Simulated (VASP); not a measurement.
Write the native input for VASP 6.6.1 that does the following.

* Task: relaxation of cell and atoms
* Functional: PBE
* Potentials or basis: VASP PAW PBE potentials, release 64 (Ga_d, B, Sb)
* Cutoff: 520 eV
* k mesh: 4 × 4 × 3
* Occupations: gaussian, width 0.15 eV
* Spin: no spin polarisation
* Further INCAR settings: PREC = Normal; ALGO = Fast; EDIFF = 0.0001; IBRION = 2; EDIFFG = -0.08; NSW = 24; ISIF = 3

The structure of Ga3BSb2 lies in POSCAR:

```
Ga3BSb2
1.0
    4.3505917100      0.0000000000      0.0000000000
    0.0000000000      4.3505917100      0.0000000000
    0.0000000000      0.0000000000      6.8898737000
Ga B Sb
3 1 2
Direct
    0.5000000000      0.5000000000      0.7771611200
    0.5000000000      0.5000000000      0.2228388800
    0.0000000000      0.0000000000      0.0000000000
    0.5000000000      0.5000000000      0.0000000000
    0.0000000000      0.0000000000      0.5000000000
    0.5000000000      0.5000000000      0.5000000000
```

The cell was built by a generator and needn't be a form met in nature.

The input as run:

INCAR

```
SYSTEM = Ga3BSb2
PREC = Normal
ENCUT = 520
EDIFF = 1E-4
ISMEAR = 0
SIGMA = 0.15
LREAL = .False.
LASPH = .True.
NELM = 60
ALGO = Fast
ISIF = 3
LWAVE = .False.
LCHARG = .False.
GGA = PE
IBRION = 2
NSW = 24
EDIFFG = -0.08
KPAR = 2
```

KPOINTS

```
regular mesh
0
Gamma
  4 4 3
  0 0 0
```

Potentials or basis: VASP PAW PBE potentials, release 64 (Ga_d, B, Sb).

Command:

```bash
$ cat potpaw_PBE.64/Ga_d/POTCAR potpaw_PBE.64/B/POTCAR potpaw_PBE.64/Sb/POTCAR > POTCAR
$ mpirun -np 2 vasp_std > vasp.out
```

It gave:

The relaxed volume is 26.78 Å³/atom, the relaxed cell is a = 4.110 Å, b = 4.110 Å, c = 9.509 Å, α = 90.00°, β = 90.00°, γ = 90.00° and the space group after relaxing (to 0.05 Å) is P4/mmm (No. 123). The energy gained by relaxing is 2010.2 meV/atom and the ionic steps are 14. The pressure after relaxing is 0.3 GPa and the largest force after relaxing is 0.050 eV/Å. The band gap on the k mesh is none (metal or under the smearing width).

Caveat: the k mesh is coarse (spacing up to 0.36 Å⁻¹), so the values aren't converged; the volume moved by over 15 % at a fixed basis, so the end points are rough; the relaxation stopped at a loose force limit of 0.08 eV/Å, so its end isn't a converged minimum.

Wall time 3 min on 2 MPI ranks on Intel(R) Xeon(R) Platinum 8259CL CPU @ 2.50GHz (Skylake/Cascade Lake), with other jobs on the host, peak memory 0.19 GiB a rank.
